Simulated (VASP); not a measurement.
Input for VASP

POSCAR:
```
KF
1.0
  0.0000000000   2.6750000000   2.6750000000
  2.6750000000   0.0000000000   2.6750000000
  2.6750000000   2.6750000000   0.0000000000
K F
1 1
Cart
  0.1199999998   0.0500000000  -0.0000000000
  2.6750000000   2.6750000000   2.6750000000
```

INCAR:
```
! general
SYSTEM = KF
PREC   = Accurate
ENCUT  = 520
LREAL  = .False.
LASPH  = .True.

! electronic loop
EDIFF  = 1E-6
NELM   = 100
ALGO   = Normal

! smearing
ISMEAR = 0
SIGMA  = 0.05

! functional
GGA    = PE

! ions
IBRION = 2
NSW    = 40
ISIF   = 2
EDIFFG = -0.01

! output
LWAVE  = .False.
LCHARG = .False.
```

### KPOINTS
```
Automatic mesh
0
Gamma
7 7 7
0 0 0
```

POTCAR, in this order: K_sv F (PBE.64 set). Program: vasp_std.

Translate this PBE calculation to Quantum ESPRESSO's pw.x.

One equivalent input (not run):
```
&CONTROL
  calculation = 'relax'
  pseudo_dir = './pseudo'
  outdir = './out'
  tprnfor = .true.
  tstress = .true.
  nstep = 40
  forc_conv_thr = 0.00039
/
&SYSTEM
  ibrav = 0
  nat = 2
  ntyp = 2
  ecutwfc = 84
  occupations = 'smearing'
  smearing = 'gaussian'
  degauss = 0.003675
  input_dft = 'pbe'
/
&ELECTRONS
  conv_thr = 7.3e-08
  electron_maxstep = 100
/
&IONS
/
ATOMIC_SPECIES
  K 39.098 K.upf
  F 18.998 F.upf
CELL_PARAMETERS angstrom
     0.0000000    2.6750000    2.6750000
     2.6750000    0.0000000    2.6750000
     2.6750000    2.6750000    0.0000000
ATOMIC_POSITIONS crystal
  K   -0.0130841  0.0130841  0.0317757
  F    0.5000000  0.5000000  0.5000000
K_POINTS automatic
  7 7 7 0 0 0
```
Limits of the translation: the potentials are each code's own (VASP's PAW set, PseudoDojo norm-conserving files in pw.x), so ENCUT and ecutwfc are chosen apart and not converted; conv_thr bounds pw.x's estimated SCF error, while EDIFF bounds the energy change between steps; forc_conv_thr acts on force components and is met together with etot_conv_thr.

The compound is KF in the rock salt structure. In the starting cell atoms are displaced from their ideal sites. This run relaxes the ions in a fixed cell. Symmetry was kept, so distortions that lower it aren't found.
